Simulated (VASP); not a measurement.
Output of a VASP run:

### OSZICAR
```
       N       E                     dE             d eps       ncg     rms          rms(c)
DAV:   1     0.746018735838E+02    0.74602E+02   -0.79363E+03  3198   0.124E+03
DAV:   2    -0.257893492722E+02   -0.10039E+03   -0.96925E+02  3445   0.333E+02
DAV:   3    -0.272202174954E+02   -0.14309E+01   -0.14159E+01  3744   0.396E+01
DAV:   4    -0.272249727955E+02   -0.47553E-02   -0.47540E-02  3459   0.256E+00
DAV:   5    -0.272249959355E+02   -0.23140E-04   -0.23140E-04  3764   0.182E-01    0.245E+01
DAV:   6    -0.962252501596E+01    0.17602E+02   -0.14906E+01  3361   0.531E+01    0.391E+00
DAV:   7    -0.988679260557E+01   -0.26427E+00   -0.87666E-01  3411   0.149E+01    0.328E+00
DAV:   8    -0.985490461576E+01    0.31888E-01   -0.65048E-01  3190   0.125E+01    0.580E-01
DAV:   9    -0.102469452623E+02   -0.39204E+00   -0.15668E-01  3349   0.692E+00    0.132E-01
DAV:  10    -0.102501107281E+02   -0.31655E-02   -0.24787E-03  3643   0.583E-01    0.782E-02
DAV:  11    -0.102493485444E+02    0.76218E-03   -0.24971E-03  3289   0.665E-01    0.646E-02
DAV:  12    -0.102476772576E+02    0.16713E-02   -0.25038E-04  3301   0.226E-01    0.185E-02
DAV:  13    -0.102473512689E+02    0.32599E-03   -0.88522E-05  3415   0.115E-01    0.494E-03
DAV:  14    -0.102473540179E+02   -0.27490E-05   -0.87135E-06  3349   0.453E-02    0.946E-03
DAV:  15    -0.102473474311E+02    0.65867E-05   -0.20575E-06  3415   0.197E-02    0.135E-03
DAV:  16    -0.102473440842E+02    0.33469E-05   -0.67407E-07  3394   0.105E-02    0.597E-04
DAV:  17    -0.102473439888E+02    0.95409E-07   -0.24100E-08  1880   0.208E-03
   1 F= -.10247344E+02 E0= -.10247382E+02  d E =0.114179E-03
```

### OUTCAR
```
------------------------ aborting loop because EDIFF is reached ----------------------------------------
  FORCE on cell =-STRESS in cart. coord.  units (eV):
  Direction    XX          YY          ZZ          XY          YZ          ZX
  --------------------------------------------------------------------------------------
  Total       -1.5203377     -1.5203377     -1.5203377      0.0000000      0.0000000      0.0000000
  in kB     -147.3348073   -147.3348073   -147.3348073      0.0000000      0.0000000      0.0000000
  external PRESSURE =    -147.3348073 kB  Pullay stress =       0.0000000 kB
  volume of cell :       16.53
      direct lattice vectors                 reciprocal lattice vectors
    -1.604827760  1.604827760  1.604827760     0.000000000  0.311559915  0.311559915
     1.604827760 -1.604827760  1.604827760     0.311559915  0.000000000  0.311559915
     1.604827760  1.604827760 -1.604827760     0.311559915  0.311559915  0.000000000
 POSITION                                       TOTAL-FORCE (eV/Angst)
 -----------------------------------------------------------------------------------
      0.00000      0.00000      0.00000         0.000000     -0.000000      0.000000
 -----------------------------------------------------------------------------------
    total drift:                                0.000000      0.000000     -0.000000
  FREE ENERGIE OF THE ION-ELECTRON SYSTEM (eV)
  ---------------------------------------------------
  free  energy   TOTEN  =       -10.2473439888 eV

  energy  without entropy=      -10.2474581676  energy(sigma->0) =      -10.24738205
```
(Selected blocks of OUTCAR.)

POSCAR:
```
Mo
1
   -1.6048277599     1.6048277599     1.6048277599
    1.6048277599    -1.6048277599     1.6048277599
    1.6048277599     1.6048277599    -1.6048277599
Mo
1
Direct
  0.0000000000   0.0000000000   0.0000000000
```

Task: Reconstruct the remaining input files.

Result: Several could match; the one computed here: the input of the run itself, MS2 meta-GGA, plane waves, VASP's PBE PAW potentials (set 64).

**KPOINTS**
```
kpoints
0
gamma
 16 16 16
```

### INCAR
```
SYSTEM = Mo
PREC = Accurate
ENCUT = 520
EDIFF = 1E-7
NELM = 100
ALGO = Normal
LREAL = .FALSE.
LASPH = .TRUE.
ISMEAR = 1
SIGMA = 0.1
METAGGA = MS2
LMIXTAU = .TRUE.
LMAXMIX = 4
LWAVE = .FALSE.
LCHARG = .FALSE.
ISIF = 2
```

POTCAR, in this order: Mo_sv (PBE.64 set). Program: vasp_std.

The compound is Mo in the bcc structure. This cell is one point of a volume scan, at 1.06 of the reference volume.
